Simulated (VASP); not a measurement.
Given:

```xyz
2
Lattice="4.1658 -2.2750 0.0000 4.1658 2.2750 0.0000 2.9234 0.0000 3.7394" Properties=species:S:1:pos:R:3 pbc="T T T"
Bi     2.6337     0.0000     0.8750
Bi     8.6214     0.0000     2.8644
```

Computed with PBE GGA, VASP's PBE PAW potentials (set 64) (plane waves; VASP). Run with 400 eV cut-off, 8×8×8 Γ-centred mesh, first-order Methfessel-Paxton smearing of 0.10 eV, potentials Bi_d.

Unless said otherwise, spin-orbit coupling is left out, though it shifts the bands of the heavy elements here.

### Question
Predict the energy per atom (σ→0), pressure, largest force, band gap (on the k-mesh) with the smallest direct gap where there is one.

### Answer

The band gap (on the k-mesh) is none (metal, semimetal or under 0.01 eV) and the energy per atom (σ→0) is -3.884 eV/atom. The pressure is 1.53 GPa and the largest force is 0.138 eV/Å.

The compound is Bi in the a7 structure. The cell was not relaxed at this level.
